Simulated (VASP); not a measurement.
Input:

```xyz
2
Lattice="0.0000 2.2702 2.2702 2.2702 0.0000 2.2702 2.2702 2.2702 0.0000" Properties=species:S:1:pos:R:3 pbc="T T T"
Ga     0.0000     0.0000     0.0000
N      1.1351     1.1351     1.1351
```

Level of theory: optB88-vdW, VASP's PBE PAW potentials (set 64) (plane waves; VASP). Settings: 520 eV cut-off, Gaussian smearing of 0.050 eV, potentials Ga_d N.

Problem. Predict the band gap (along the path) with the smallest direct gap where there is one.

Solution. 
```yaml
band gap (along the path): 1.60 eV
smallest direct gap (along the path): 1.60 eV
```

The absolute energy has meaning only against runs of the same code, potentials and settings.

The compound is GaN in the zinc blende structure, a metastable form; wurtzite is the usual one. It was relaxed first.
